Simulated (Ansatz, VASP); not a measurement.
**MoS2 in two plane-wave programs**

One calculation is typed for both programs; each brings its own data sets. How far apart do they land? The cell is taken from a series of runs on this material, whose earlier steps may have relaxed, scaled, displaced or heated it; both programs get it as it stands. Valence electrons are named where the data sets of a main pair hold unlike numbers.

Method: plane waves, with VASP 6.6.1 beside it; single point at LDA and single point at PBEsol, spin-orbit coupling, in Ansatz 0.2.0.

### 1. Set-up

The cell holds 3 atoms: 2 S and 1 Mo. Its edges and angles: a = 3.169 Å, b = 3.169 Å, c = 18.130 Å, α = 90.0°, β = 90.0°, γ = 120.0°. It derives from MoS2. As first built, before any earlier steps moved the atoms (in the runner's words): kind sheets cut from a layered crystal; sheets 1. Vacuum lies along c.

### 2. Ansatz: single point, LDA

Ansatz runs on its default PAW (the set named soft_2) files.

With cell and atoms fixed, the geometry can't cause a difference; cores, projectors, grids and the points listed under the comparison can.

The input, input.yaml:

```yaml
crystal:
  lattice:
    - [3.169, 0.0, 0.0]
    - [-1.5845, 2.744434505, 0.0]
    - [0.0, 0.0, 18.130296]
  atoms:
    - { symbol: S, position: [0.666666667, 0.333333333, 0.586327769] }
    - { symbol: S, position: [0.666666667, 0.333333333, 0.413672231] }
    - { symbol: Mo, position: [0.333333333, 0.666666667, 0.5] }
hamiltonian:
  xc: lda
  pseudopotentials: { kind: paw }
kpoints:
  mp_grid: { grid: [9, 9, 1] }
scf:
  occupations: { method: gaussian, width: 0.05 }
  n_extra_bands: 4
efield:
  axis: 3
  dipole_correction: true
  ramp_width: 0.04
output:
  forces: true
  eigenvalues: true
  write_density: true
  write_potential: true
  elf: true
  volumetric_format: npy
```

Started as:

```
$ ansatz run input.yaml --threads 2 --pin off --max-ram 4608MiB --backend cpu --events-out ev --progress --plain --runs-dir out
```

Numbers of over 12 decimals in the logs are rounded to 6 here.

Log:

```text
scf.n_extra_bands = 4 over 13 filled bands (N_el = 26.0): the run solves 17 bands
Engine: ansatz 0.2.0, x86_64-unknown-linux-gnu
Pseudopotentials: kind: paw
Pseudopotential: S, paw, valence charge 6, recommended cutoff 420 eV (normal), S.paw.azcp
Pseudopotential: Mo, paw, valence charge 14, recommended cutoff 420 eV (normal), Mo.paw.azcp
Functional definition: SPW92
  exchange = slater_x
  correlation = pw_c
Crystal: 3 atoms, lattice volume = 157.681 Å³
Basis set: ecut = 420 eV, 3061 PW (Γ)
Bands: 17, of which v1, the nominal top of the filled ones, is band 13 counted from 1 (12 counted from 0)
Symmetry: 6 space group operations
k-points: 12 of 81 (time reversal used)
Non-local potential: S, projectors of the file, l = 0: 2, l = 1: 2, l = 2: 2
Non-local potential: Mo, projectors of the file, l = 0: 3, l = 1: 2, l = 2: 2, l = 3: 1
PAW form: soft (Blöchl's): semilocal exchange-correlation on the pseudo side does not see the compensation charge
PAW frozen core: S, regenerated for the run's functional, and the local potential with it (the file was generated under x = pbe(κ = 0.804, μ = 0.219515), c = pbe(β = 0.066725))
PAW frozen core: Mo, regenerated for the run's functional, and the local potential with it (the file was generated under x = pbe(κ = 0.804, μ = 0.219515), c = pbe(β = 0.066725))
PAW one-centre angular grid: S, 110 points (default); XC on 64 Gauss nodes
PAW one-centre angular grid: Mo, 590 points (default); XC on 64 Gauss nodes
Initial density: superposition of atomic densities (neutral atoms: chi_scale 0, normalization atom), corrected by the library's trained network
Initial wavefunctions: pseudopotential atomic-orbital guess
Functional: x = slater, c = lda
SCF iter   1: F=—  HF=-6584.738183 eV  |F-HF|=—  |Δ(HF+E_count)|=         —  Δρ=4.74e-3  dr2=3.50e-2  ethr=1.77e-3  p=0.000 e·Å  D=3.34e-14 V/Å  ΔV_dip=-0.00 eV  dr2_dipole=8.82e-10  V_vac-E_F(+/−)=5.52/5.52 eV  ⟨swp⟩=9.4  Hψ=1454  notcnv=0
efield: sawtooth ramp at fractional position 0.9800 (placed from the atoms, in the widest stretch of the axis that holds none; the zero of the levels goes with the place), width 0.0400; the density the first Hamiltonian is built on has a dipole p = 0.000 e·Å; the dipole correction subtracts the counter field D = 3.34e-14 V/Å, which shifts the + side's vacuum level by -0.00 eV against the − side's; the planar-averaged density in the ramp window peaks in size at 5.4e-5 e/Å³
preconditioner: auto → none  [insulator: Δε(μ)=1.711 eV  Ē_g=8.000 eV  σ=0.050 eV  W_gap=1.00  n_scr=10 (ndim 8)  ℏωp=12.5 eV  f_vac=0.632  D(μ)=0.00/eV (n_scr^D=0)  ε∞_Penn≈3.5]
SCF iter   2: F=—  HF=-6584.757943 eV  |F-HF|=—  |Δ(HF+E_count)|=   1.98e-2  Δρ=5.72e-3  dr2=1.51e-1  ethr=1.35e-4  p=-0.000 e·Å  D=-2.25e-5 V/Å  ΔV_dip=0.00 eV  dr2_dipole=1.50e-7  V_vac-E_F(+/−)=5.06/5.06 eV  ⟨swp⟩=3.5  Hψ=542  notcnv=0
SCF iter   3: F=—  HF=-6584.738137 eV  |F-HF|=—  |Δ(HF+E_count)|=   1.98e-2  Δρ=1.99e-3  dr2=6.32e-3  ethr=1.35e-4  p=0.000 e·Å  D=7.84e-5 V/Å  ΔV_dip=-0.00 eV  dr2_dipole=1.75e-7  V_vac-E_F(+/−)=5.40/5.40 eV  ⟨swp⟩=2.8  Hψ=360  notcnv=0
SCF iter   4: F=—  HF=-6584.738294 eV  |F-HF|=—  |Δ(HF+E_count)|=   1.57e-4  Δρ=2.65e-4  dr2=1.03e-4  ethr=2.43e-5  p=-0.000 e·Å  D=-4.10e-4 V/Å  ΔV_dip=0.01 eV  dr2_dipole=8.40e-6  V_vac-E_F(+/−)=5.34/5.33 eV  ⟨swp⟩=1.8  Hψ=261  notcnv=0
SCF iter   5: F=—  HF=-6584.738403 eV  |F-HF|=—  |Δ(HF+E_count)|=   1.10e-4  Δρ=2.28e-4  dr2=8.32e-4  ethr=3.96e-7  p=0.002 e·Å  D=2.13e-3 V/Å  ΔV_dip=-0.04 eV  dr2_dipole=2.52e-4  V_vac-E_F(+/−)=5.30/5.34 eV  ⟨swp⟩=3.2  Hψ=368  notcnv=0
SCF iter   6: F=—  HF=-6584.738308 eV  |F-HF|=—  |Δ(HF+E_count)|=   9.56e-5  Δρ=2.54e-5  dr2=6.79e-7  ethr=3.96e-7  p=0.000 e·Å  D=2.04e-5 V/Å  ΔV_dip=-0.00 eV  dr2_dipole=3.53e-8  V_vac-E_F(+/−)=5.32/5.32 eV  ⟨swp⟩=2.0  Hψ=269  notcnv=0
SCF iter   7: F=—  HF=-6584.738194 eV  |F-HF|=—  |Δ(HF+E_count)|=   1.14e-4  Δρ=8.37e-6  dr2=1.35e-7  ethr=3.85e-10  p=0.000 e·Å  D=1.03e-5 V/Å  ΔV_dip=-0.00 eV  dr2_dipole=8.27e-10  V_vac-E_F(+/−)=5.32/5.32 eV  ⟨swp⟩=14.8  Hψ=2009  notcnv=0
SCF iter   8: F=-6584.738194 eV  HF=-6584.738194 eV  |F-HF|=2.26e-9  |Δ(HF+E_count)|=   2.01e-8  Δρ=2.10e-6  dr2=4.32e-9  ethr=3.85e-10  p=-0.000 e·Å  D=-4.70e-6 V/Å  ΔV_dip=0.00 eV  dr2_dipole=3.01e-10  V_vac-E_F(+/−)=5.32/5.32 eV  ⟨swp⟩=11.1  Hψ=1537  notcnv=0
SCF 1 converged in 8 iterations: F = -6584.738194 eV  dr2 = 4.32e-9
  greatest PAW one-centre occupation: 0.999 electrons in one spin orbital (limit 2), on the Mo atom at site 2 (counted from 0), in its partial waves of l = 0
WARN: The output density's exchange-correlation potential varies sharply where the density is thin. Do not read a vacuum level from v_tot or v_xc, or from such a field of the output density. On a cell that repeats whose density bears no net charge and no dipole along the vacuum's axis use v_es (v_loc + v_h of the components); under efield.dipole_correction with no amplitude use v_es + v_field, which holds any externa [...]
SCF converged after 8 iterations
Free energy (F): -6584.738194 eV
Harris-Foulkes:  -6584.738194 eV  (|F-HF|=2.26e-9)
Internal energy: -6584.738194 eV  (E = F + TS)
E sigma→0 (E₀):  -6584.738194 eV
Fermi energy:    0.172407 eV
Dipole field:    D = 0.000022 V/Å  (p = 0.000019 e·Å, saw-weighted, corrected)
Work function:   Φ+ = 5.3211 eV   Φ− = 5.3215 eV
Levels:          The Fermi level and band energies are counted from a zero that moves with the ramp; work functions are not
--- Per-component energies (eV) ---
  E_band       = -437.906044
  E_kinetic    = 656.092116
  E_local      = -14017.513470  (includes V_loc(G=0)·N_el)
  E_nonlocal   = 206.095876
  E_hartree    = 6639.942959
  E_xc         = -375.272196
  E_vxc        = -404.565659  (∫ρ·V_xc dr)
  E_paw        = -4226.640404  (= ΣΔE_a)
  E_vpaw       = -157.901743  (= ΣTr[D̂ρ^β])
  E_aug_tail   = 0.000028  (compensation charges beyond the density's cutoff)
  E_efield     = 0.000000  (sawtooth field / dipole correction)
  E_vefield    = 0.000000  (∫n·V_field dr)
  E_ewald      = 4531.777686
  E_core_change = 0.779211  (= ΣΔE_core)
  E_smearing   = -0.000000  (= −TS)
  E_closure    = -0.000000  (closes the sum)
  Σ components = -6584.738194   (vs F -6584.738194, Δ=0.00e0)
--- Forces (eV/Å), atoms counted from 1 ---
  atom   1  S     -0.00000000    -0.00000000    -0.55605028
  atom   2  S      0.00000000    -0.00000000     0.55604137
  atom   3  Mo     0.00000000    -0.00000000     0.00000608
  max |Σ_I F_I| component: 2.83e-6 eV/Å
--- Band table (eV; the first three rows and the last of 12) ---
  k-point 0: bands = [... 9 lower, -2.4778, -2.1390, -2.1390, -0.7203, 2.1245, 2.1245, 2.3809, 2.3809]
  k-point 1: bands = [... 9 lower, -3.0647, -2.4198, -1.7424, -0.8111, 1.9107, 1.9153, 2.1797, 2.4300]
  k-point 2: bands = [... 9 lower, -2.9905, -2.5604, -1.8714, -1.2634, 1.4739, 1.7947, 2.0758, 3.0137]
  k-point 11: bands = [... 9 lower, -4.1703, -3.5575, -2.7980, -0.6901, 1.0349, 2.3288, 2.9010, 4.2317]
```

The column dr2 measures how far the density is from self-consistency, as an energy; F and HF (Harris–Foulkes) agree once it is small.

### 3. VASP: single point, LDA

The same cell, functional (in two slightly different forms), mesh and smearing now go to VASP, with its own data sets.

Lines of VASP's logs that name or quote its potential files are left out, and so is its time.

The input, INCAR:

```
SYSTEM = MoS2
PREC = Accurate
ENCUT = 400
EDIFF = 1E-06
NELM = 100
ISMEAR = 0
SIGMA = 0.05
LREAL = .FALSE.
ALGO = Normal
GGA = PW92
NBANDS = 19
LASPH = .TRUE.
LORBIT = 11
LWAVE = .FALSE.
LCHARG = .FALSE.
KPAR = 2
ISIF = 0
LDIPOL = .TRUE.
IDIPOL = 3
DIPOL = 0.5 0.5 0.5
LVHAR = .TRUE.
```

The input, POSCAR:

```
MoS2
1.0
    3.1690000000      0.0000000000      0.0000000000
   -1.5845000000      2.7444345050      0.0000000000
    0.0000000000      0.0000000000     18.1302960000
S Mo
2 1
Direct
    0.6666666670      0.3333333330      0.5863277690
    0.6666666670      0.3333333330      0.4136722310
    0.3333333330      0.6666666670      0.5000000000
```

The input, KPOINTS:

```
Automatic mesh
0
Gamma
9 9 1
0 0 0
```

PAW data sets: S and Mo_sv (LDA family, release 64).

Started as:

```
$ mpirun -np 2 vasp_std
```

Log:

```text
[banner, memory and clock lines left out]
running    2 mpi-ranks, on    1 nodes
 distrk:  each k-point on    1 cores,    2 groups
 distr:  one band on    1 cores,    1 groups

 POSCAR found type information on POSCAR S Mo
 POSCAR found :  2 types and       3 ions
|                                                                             |
|               ----> ADVICE to this user running VASP <----                  |
|                                                                             |
|     You enforced a specific xc type in the INCAR file but a different       |
|     [... a line on the potential file left out ...]
|     I HOPE YOU KNOW WHAT YOU ARE DOING!                                     |
|                                                                             |

 LDA part: xc-table for (Slater(with rela. corr.)+PW92), standard interpolation
 POSCAR, INCAR and KPOINTS ok, starting setup
 FFT: planning ... GRIDC
 FFT: planning ... GRID_SOFT
 FFT: planning ... GRID
 WAVECAR not read
 entering main loop
       N       E                     dE             d eps       ncg     rms          rms(c)
DAV:   1     0.133153784126E+03    0.13315E+03   -0.12789E+04   616   0.917E+02
DAV:   2    -0.169073670380E+02   -0.15006E+03   -0.14693E+03   608   0.231E+02
DAV:   3    -0.256775643913E+02   -0.87702E+01   -0.86809E+01   570   0.512E+01
DAV:   4    -0.258433667714E+02   -0.16580E+00   -0.16554E+00   582   0.752E+00
DAV:   5    -0.258470063531E+02   -0.36396E-02   -0.36394E-02   586   0.107E+00    0.242E+01
DAV:   6    -0.247428614607E+02    0.11041E+01   -0.11222E+01   517   0.216E+01    0.845E+00
DAV:   7    -0.245188620415E+02    0.22400E+00   -0.52908E+00   528   0.143E+01    0.617E+00
DAV:   8    -0.243269254587E+02    0.19194E+00   -0.98804E-01   558   0.644E+00    0.131E+00
DAV:   9    -0.243254139045E+02    0.15116E-02   -0.29481E-02   532   0.106E+00    0.578E-01
DAV:  10    -0.243231786148E+02    0.22353E-02   -0.11896E-02   512   0.754E-01    0.902E-02
DAV:  11    -0.243231950196E+02   -0.16405E-04   -0.54393E-04   534   0.162E-01    0.562E-02
DAV:  12    -0.243232974349E+02   -0.10242E-03   -0.91034E-05   536   0.489E-02    0.283E-02
DAV:  13    -0.243235437825E+02   -0.24635E-03   -0.40968E-04   495   0.971E-02    0.593E-02
DAV:  14    -0.243237562181E+02   -0.21244E-03   -0.11039E-04   531   0.640E-02    0.187E-02
DAV:  15    -0.243238185908E+02   -0.62373E-04   -0.15775E-05   531   0.214E-02    0.776E-03
DAV:  16    -0.243238838793E+02   -0.65288E-04   -0.10080E-05   476   0.878E-03    0.416E-03
DAV:  17    -0.243239119838E+02   -0.28105E-04   -0.57464E-06   505   0.570E-03    0.221E-03
DAV:  18    -0.243239376798E+02   -0.25696E-04   -0.93006E-07   430   0.409E-03    0.209E-03
DAV:  19    -0.243239577783E+02   -0.20099E-04   -0.88864E-07   416   0.256E-03    0.176E-03
DAV:  20    -0.243239655313E+02   -0.77530E-05   -0.41328E-07   429   0.227E-03    0.394E-04
DAV:  21    -0.243239676192E+02   -0.20879E-05   -0.10566E-07   361   0.853E-04    0.181E-04
DAV:  22    -0.243239678950E+02   -0.27576E-06   -0.95549E-09   309   0.400E-04
   1 F= -.24323968E+02 E0= -.24323968E+02  d E =-.160164E-20
```

Parts of OUTCAR (step 3):

```text
ion  position               nearest neighbor table
   1  0.667  0.333  0.586-   3 2.41   3 2.41   3 2.41
   2  0.667  0.333  0.414-   3 2.41   3 2.41   3 2.41
   3  0.333  0.667  0.500-   1 2.41   2 2.41   1 2.41   2 2.41   1 2.41   2 2.41

  LATTYP: Found a hexagonal cell.
 ALAT       =     3.1690000000
 C/A-ratio  =     5.7211410540

 Subroutine GETGRP returns: Found 12 space group operations
 (whereof 12 operations were pure point group operations)

The static configuration has the point symmetry D_3h.

 Found     12 irreducible k-points:

   k-points           NKPTS =     12   k-points in BZ     NKDIM =     12   number of bands    NBANDS=     19

   dimension x,y,z NGX =    24 NGY =   24 NGZ =  120
   dimension x,y,z NGXF=    48 NGYF=   48 NGZF=  240

   ENCUT  =  400.0 eV  29.40 Ry    5.42 a.u.   5.17  5.17 29.57*2*pi/ulx,y,z

   NELECT =      26.0000    total number of electrons

 k-points in reciprocal lattice and weights: Automatic mesh
   0.00000000  0.00000000  0.00000000       0.012
   0.11111111 -0.00000000  0.00000000       0.074
   0.22222222 -0.00000000  0.00000000       0.074
   0.33333333  0.00000000  0.00000000       0.074
   0.44444444 -0.00000000  0.00000000       0.074
   0.11111111  0.11111111  0.00000000       0.074
   0.22222222  0.11111111  0.00000000       0.148
   0.33333333  0.11111111  0.00000000       0.148
   0.44444444  0.11111111  0.00000000       0.074
   0.22222222  0.22222222  0.00000000       0.074
   0.33333333  0.22222222  0.00000000       0.148
   0.33333333  0.33333333  0.00000000       0.025

 dipolmoment           0.000000      0.000000     -0.000000 electrons x Angstroem

 average (electrostatic) potential at core
       1 -93.4359       2 -93.4359       3 -83.3465

 E-fermi :  -1.4858

 k-point     1 :       0.0000    0.0000    0.0000
  band No.  band energies     occupation
    ...
      9      -4.3704      2.00000
     10      -3.5947      2.00000
     11      -3.2536      2.00000
     12      -3.2536      2.00000
     13      -1.8396      2.00000
     14       1.0123      0.00000
     15       1.0123      0.00000
     16       1.2673      0.00000
     17       1.2673      0.00000
     18       3.7402      0.00000
    ...

 k-point     2 :       0.1111   -0.0000    0.0000
  band No.  band energies     occupation
    ...
      9      -4.2822      2.00000
     10      -4.1771      2.00000
     11      -3.5346      2.00000
     12      -2.8584      2.00000
     13      -1.9305      2.00000
     14       0.7987      0.00000
     15       0.8068      0.00000
     16       1.0665      0.00000
     17       1.3183      0.00000
     18       4.0684      0.00000
    ...

 k-point     3 :       0.2222   -0.0000    0.0000
  band No.  band energies     occupation
    ...
      9      -5.1622      2.00000
     10      -4.1056      2.00000
     11      -3.6723      2.00000
     12      -2.9911      2.00000
     13      -2.3818      2.00000
     14       0.3626      0.00000
     15       0.6818      0.00000
     16       0.9735      0.00000
     17       1.9028      0.00000
     18       4.7366      0.00000
    ...

  energy-cutoff  :      400.00
  volume of cell :      157.68
      direct lattice vectors                 reciprocal lattice vectors
     3.169000000  0.000000000  0.000000000     0.315556958  0.182186895  0.000000000
    -1.584500000  2.744434505  0.000000000     0.000000000  0.364373789  0.000000000
     0.000000000  0.000000000 18.130296000     0.000000000  0.000000000  0.055156298

 POSITION                                       TOTAL-FORCE (eV/Angst)
 -----------------------------------------------------------------------------------
      1.58450      0.91481     10.63030        -0.000000     -0.000000     -0.556573
      1.58450      0.91481      7.50000        -0.000000      0.000000      0.556573
     -0.00000      1.82962      9.06515         0.000000     -0.000000      0.000000
 -----------------------------------------------------------------------------------
    total drift:                                0.000001     -0.000001     -0.000000

  FREE ENERGIE OF THE ION-ELECTRON SYSTEM (eV)
  ---------------------------------------------------
  free  energy   TOTEN  =       -24.3239678950 eV

  energy  without entropy=      -24.3239678950  energy(sigma->0) =      -24.32396789

 vacuum level on the upper side and lower side of the slab         4.365         4.365

 total charge
# of ion       s       p       d       tot
------------------------------------------
    1        1.362   2.327   0.000   3.689
    2        1.362   2.327   0.000   3.689
    3        2.294   6.222   3.966  12.482
--------------------------------------------------
tot          5.018  10.876   3.966  19.860

[... 3 further parts left out ...]
```

This run has no spin polarisation, so a moment on Mo, if there is one, isn't seen. The gap is read on the k-mesh alone, so it is an upper bound where the band edges lie off the mesh.

### 4. Differences

Known differences besides the potentials themselves: the cutoff is 420 eV in Ansatz and 400 eV in VASP; VASP's log shows a relativistic correction to its local exchange, Ansatz's none. Total energies have different zeros and are not compared.

The two programs side by side:

```tsv
quantity	Ansatz	VASP	difference
gap on the k mesh (eV)	1.725	1.731	-0.006
```

Forces (eV/Å; atoms numbered as in POSCAR):

```tsv
atom	Ansatz x, y, z	VASP x, y, z
S1	0.000, 0.000, -0.556	0.000, 0.000, -0.557
S2	0.000, 0.000, 0.556	0.000, 0.000, 0.557
Mo3	0.000, 0.000, 0.000	0.000, 0.000, 0.000
```

The forces differ by 0.2 meV/Å r.m.s., which is 0.1 % of the r.m.s. force of 0.262 eV/Å (both taken over all components). A gap on the mesh is an upper bound, since the band edges may lie between its points. With vacuum in the cell, a pressure given here is an average over mostly empty space and none of the material.

### 5. Further runs

Further runs change the set-up of one program: Ansatz's method, potentials or start, or VASP's data sets, cutoff or form of LDA. The table gives Ansatz less VASP for each quantity, since a change that brings one quantity closer may part another.

```tsv
run	r.m.s. force difference (meV/Å)	gap on the k mesh (eV)
as above	0.25	-0.0064
VASP with GGA = CA, the Perdew-Zunger form of LDA	7.9	-0.0070
VASP with the data sets S_GW and Mo_sv_GW, a cutoff of 560 eV and GGA = CA, the Perdew-Zunger form of LDA	18	-0.0032
VASP with the data sets S_h and Mo_sv, a cutoff of 650 eV and GGA = CA, the Perdew-Zunger form of LDA	19	-0.0058
```

(Part 1 of 2 ends here.)

[Lines on the potential files, build, host, timing and source positions are cut from VASP's logs without a mark.]

[Logs are printed without paths, hosts, clocks, repeated set-up lines and the standing remarks that a program may print on its own settings, such as how far it seeks lower states.]

[Hosts, paths, dates, database ids (printed as entryN), source tags and the programs' standing remarks are cut or masked in the printed files.]
